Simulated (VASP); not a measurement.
Input for VASP

### KPOINTS
```
Regular mesh
0
gamma
 12 12 12
```

**INCAR**
```
LCHARG  =  .FALSE.
ISMEAR  =  1   # Methfessel-Paxton
LWAVE  =  .FALSE.
PREC  =  Accurate
GGA  =  PE   # PBE
ENCUT  =  600   # plane-wave cut-off (eV)
ALGO  =  Normal   # blocked Davidson
PSTRESS  =  150   # kbar
EDIFF  =  1E-7
LASPH  =  .TRUE.
LMAXMIX  =  4   # l cut-off of mixed one-centre charges
NSW  =  40   # most ionic steps
NELM  =  100
LREAL  =  .FALSE.   # projection in real space or not
SYSTEM  =  ZrN
SIGMA  =  0.1
EDIFFG  =  -0.01   # ionic stop
IBRION  =  2   # conjugate gradients
ISIF  =  3   # ions, shape and volume
```

**POSCAR**
```
ZrN
1
    0.0000000000     2.2571024953     2.2571024953
    2.2571024953     0.0000000000     2.2571024953
    2.2571024953     2.2571024953    -0.0000000000
Zr N
1 1
Direct
  1.0000000000   1.0000000000   0.0000000000
  0.5000000000   0.5000000000   0.5000000000
```

POTCAR, in this order: Zr_sv N (PBE.64 set). Program: vasp_std.

**Question.** Write an equivalent input for Ansatz.

**Answer.** One equivalent input (not run):
Ansatz 0.2 input:
```yaml
crystal:
  lattice:
    - [0.0000000, 2.2571025, 2.2571025]
    - [2.2571025, 0.0000000, 2.2571025]
    - [2.2571025, 2.2571025, 0.0000000]
  atoms:
    - { symbol: Zr, position: [1.0000000, 1.0000000, 0.0000000] }
    - { symbol: N, position: [0.5000000, 0.5000000, 0.5000000] }
kpoints:
  mp_grid: { grid: [12, 12, 12] }
hamiltonian:
  xc: pbe
  pseudopotentials: { kind: paw }
scf:
  occupations: { method: methfessel_paxton, width: 0.1 }
  max_iter: 100
relax:
  max_steps: 40
  f_tol: 0.01
  cell: { p_target: 15 }
output: { forces: true, stress: true, eigenvalues: true }
```
What does not carry over: each code has its own PAW files, so the cut-off isn't converted (ENCUT is set for VASP's; basis.ecutwfc is left out, and Ansatz then takes the one that its files recommend); Ansatz stops its SCF on the density residual and VASP on the energy change (EDIFF).

The compound is ZrN in the rock salt structure. It was relaxed first under an external pressure of 15 GPa.
